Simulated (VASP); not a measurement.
Level of theory: PBEsol GGA, VASP's PBE PAW potentials (set 64) (plane waves; VASP).

VASP ran on this input.

**POSCAR**
```
MgZn3S4
1
    5.4264650526     0.0000000000     0.0000000000
   -0.0000000000     5.4264650526     0.0000000000
   -0.0000000000    -0.0000000000     5.4264650526
Mg Zn S
1 3 4
Direct
  0.5000000000   0.5000000000   0.5000000000
  1.0000000000   1.0000000000   0.5000000000
  0.5000000000   1.0000000000   0.0000000000
  1.0000000000   0.5000000000   0.0000000000
  0.7568633692   0.7568633692   0.2431366308
  0.7568633692   0.2431366308   0.7568633692
  0.2431366308   0.2431366308   0.2431366308
  0.2431366308   0.7568633692   0.7568633692
```

KPOINTS:
```
k-points along high-symmetry lines
15
Line-mode
Reciprocal
  0.000000   0.000000   0.000000 ! GAMMA
  0.000000   0.500000   0.000000 ! X

  0.000000   0.500000   0.000000 ! X
  0.500000   0.500000   0.000000 ! M

  0.500000   0.500000   0.000000 ! M
  0.000000   0.000000   0.000000 ! GAMMA

  0.000000   0.000000   0.000000 ! GAMMA
  0.500000   0.500000   0.500000 ! R

  0.500000   0.500000   0.500000 ! R
  0.000000   0.500000   0.000000 ! X

  0.500000   0.500000   0.500000 ! R
  0.500000   0.500000   0.000000 ! M
```

### INCAR
```
! general
SYSTEM  = MgZn3S4
PREC    = Accurate
ENCUT   = 400
LREAL   = .False.
LASPH   = .True.
ICHARG  = 11

! electronic loop
EDIFF   = 1E-7
NELM    = 100
ALGO    = Normal
LMAXMIX = 4

! smearing
ISMEAR  = 0
SIGMA   = 0.05

! functional
GGA     = PS

! output
LWAVE   = .False.
LCHARG  = .False.
LORBIT  = 11
```

POTCAR, in this order: Mg Zn S (PBE.64 set). Program: vasp_std. Read from the step before: CHGCAR.

Output of the run:

### OUTCAR
```
 ion  position               nearest neighbor table
   1  0.500  0.500  0.500-   5 2.41   6 2.41   7 2.41   8 2.41
   2  0.000  0.000  0.500-   5 2.33   6 2.33   7 2.33   8 2.33
   3  0.500  0.000  0.000-   5 2.33   6 2.33   7 2.33   8 2.33
   4  0.000  0.500  0.000-   5 2.33   6 2.33   7 2.33   8 2.33
   5  0.757  0.757  0.243-   2 2.33   3 2.33   4 2.33   1 2.41
   6  0.757  0.243  0.757-   2 2.33   3 2.33   4 2.33   1 2.41
   7  0.243  0.243  0.243-   2 2.33   3 2.33   4 2.33   1 2.41
   8  0.243  0.757  0.757-   2 2.33   3 2.33   4 2.33   1 2.41
  LATTYP: Found a simple cubic cell.
 ALAT       =     5.4264650526
 Subroutine PRICEL returns:
 Original cell was already a primitive cell.
 Subroutine GETGRP returns: Found 24 space group operations
The static configuration has the point symmetry T_d .
The dynamic configuration has the point symmetry T_d .
 Subroutine INISYM returns: Found 24 space group operations
   k-points           NKPTS =     90   k-points in BZ     NKDIM =     90   number of bands    NBANDS=     37
   number of dos      NEDOS =    301   number of ions     NIONS =      8
   total plane-waves  NPLWV =  46656
   dimension x,y,z NGX =    36 NGY =   36 NGZ =   36
   dimension x,y,z NGXF=    72 NGYF=   72 NGZF=   72
   ions per type =               1   3   4
   PREC   = accura    normal or accurate (medium, high low for compatibility)
   ISTART =      0    job   : 0-new  1-cont  2-samecut
   ICHARG =     11    charge: 1-file 2-atom 10-const
   ISPIN  =      1    spin polarized calculation?
   LNONCOLLINEAR =      F non collinear calculations
   LSORBIT =      F    spin-orbit coupling
   INIWAV =      1    electr: 0-lowe 1-rand  2-diag
   ENCUT  =  400.0 eV  29.40 Ry    5.42 a.u.   8.85  8.85  8.85*2*pi/ulx,y,z
   NELM   =    100;   NELMIN=  2; NELMDL= -5     # of ELM steps
   EDIFF  = 0.1E-06   stopping-criterion for ELM
   LREAL  =      F    real-space projection
   NLSPLINE    = F    spline interpolate recip. space projectors
   LMAXMIX     =    4 max onsite mixed and CHGCAR
   VOSKOWN=      0    Vosko Wilk Nusair interpolation
   EDIFFG = 0.1E-05   stopping-criterion for IOM
   NSW    =      0    number of steps for IOM
   NBLOCK =      1;   KBLOCK =      1    inner block; outer block
   IBRION =     -1    ionic relax: 0-MD 1-quasi-New 2-CG
   NFREE  =      0    steps in history (QN), initial steepest desc. (CG)
   ISIF   =      2    stress and relaxation
   ISYM   =      2    0-nonsym 1-usesym 2-fastsym
   TEIN   =    0.0    initial temperature
   TEBEG  =    0.0;   TEEND  =   0.0 temperature during run
   SMASS  =  -3.00    Nose mass-parameter (am)
   PSTRESS=    0.0 pullay stress
   NELECT =      62.0000    total number of electrons
   EFERMI =   0.00;   METHOD = LEGACY
   ISMEAR =     0;   SIGMA  =   0.05  broadening in eV -4-tet -1-fermi 0-gaus
   IALGO  =     38    algorithm
   LDIAG  =      T    sub-space diagonalisation (order eigenvalues)
   IMIX   =      4    mixing-type and parameters
     AMIX     =   0.40;   BMIX     =  1.00
     AMIX_MAG =   1.60;   BMIX_MAG =  1.00
     AMIN     =   0.10
   GGA     = PS    functional components
   VOSKOWN =     0    Vosko Wilk Nusair interpolation
   LHFCALC =     F    Hartree Fock is set to
   LHFONE  =     F    Hartree Fock one center treatment
   AEXX    =    0.0000 exact exchange contribution
   IVDW    =     0    specifies the selected vdW correction
   LEPSILON=     F    determine dielectric tensor
   LRPA    =     F    only Hartree local field effects (RPA)
  energy-cutoff  :      400.00
  volume of cell :      159.79
      direct lattice vectors                 reciprocal lattice vectors
     5.426465053  0.000000000  0.000000000     0.184282031  0.000000000  0.000000000
     0.000000000  5.426465053  0.000000000     0.000000000  0.184282031  0.000000000
     0.000000000  0.000000000  5.426465053     0.000000000  0.000000000  0.184282031
 k-point     1 :   0.0000 0.0000 0.0000  plane waves:    2945
 k-point     2 :   0.0000 0.0357 0.0000  plane waves:    2929
 k-point     3 :   0.0000 0.0714 0.0000  plane waves:    2929
 k-point     4 :   0.0000 0.1071 0.0000  plane waves:    2917
...
```

OSZICAR:
```
       N       E                     dE             d eps       ncg     rms          rms(c)
DAV:   1     0.417223850535E+03    0.41722E+03   -0.24550E+04  6660   0.156E+03
DAV:   2     0.198978901372E+02   -0.39733E+03   -0.38317E+03  7028   0.368E+02
DAV:   3    -0.289678545544E+02   -0.48866E+02   -0.47736E+02  7735   0.127E+02
DAV:   4    -0.306172714428E+02   -0.16494E+01   -0.16451E+01  8007   0.232E+01
DAV:   5    -0.306451596203E+02   -0.27888E-01   -0.27876E-01  8099   0.296E+00
DAV:   6    -0.306456974470E+02   -0.53783E-03   -0.53780E-03  8183   0.436E-01
DAV:   7    -0.306457144721E+02   -0.17025E-04   -0.17025E-04  8098   0.729E-02
DAV:   8    -0.306457150772E+02   -0.60514E-06   -0.60511E-06  8127   0.138E-02
DAV:   9    -0.306457150994E+02   -0.22165E-07   -0.22213E-07  6711   0.261E-03
   1 F= -.30645715E+02 E0= -.30645715E+02  d E =-.638413E-13
```

File OUTCAR:
```
 val. band max:        1.9650866093   @ k =   0.0000   0.0000   0.0000

 cond. band min:       4.2749049971   @ k =   0.0000   0.0000   0.0000



 k-point     1 :       0.0000    0.0000    0.0000
  band No.  band energies     occupation
      1     -10.8646      2.00000
      2      -9.6235      2.00000
      3      -9.6235      2.00000
      4      -9.6235      2.00000
      5      -4.1749      2.00000
      6      -4.1614      2.00000
      7      -4.1614      2.00000
      8      -4.1614      2.00000
      9      -4.1189      2.00000
     10      -4.1189      2.00000
     11      -3.9200      2.00000
     12      -3.9200      2.00000
     13      -3.9200      2.00000
     14      -3.7072      2.00000
     15      -3.7072      2.00000
     16      -3.6793      2.00000
     17      -3.6095      2.00000
     18      -3.6095      2.00000
     19      -3.6095      2.00000
     20      -2.6873      2.00000
     21      -2.6873      2.00000
     22      -1.5435      2.00000
     23      -0.0929      2.00000
     24      -0.0929      2.00000
     25      -0.0929      2.00000
     26      -0.0397      2.00000
     27      -0.0397      2.00000
     28      -0.0397      2.00000
     29       1.9651      2.00000
     30       1.9651      2.00000
     31       1.9651      2.00000
     32       4.2749      0.00000
     33       5.2591      0.00000
     34       5.2591      0.00000
     35       5.2591      0.00000
     36       5.9822      0.00000
     37       5.9822      0.00000

 k-point     2 :       0.0000    0.0357    0.0000
  band No.  band energies     occupation
      1     -10.8614      2.00000
      2      -9.6281      2.00000
      3      -9.6233      2.00000
      4      -9.6233      2.00000
      5      -4.1751      2.00000
      6      -4.1610      2.00000
      7      -4.1610      2.00000
      8      -4.1600      2.00000
      9      -4.1198      2.00000
     10      -4.1175      2.00000
     11      -3.9212      2.00000
     12      -3.9212      2.00000
...
```

The density is held fixed in this step, so its total energy and stress have no physical meaning.

The structure comes from a computed database's MgZn3S4 entry (P-43m); how it stands against other phases isn't given here. It was relaxed first.
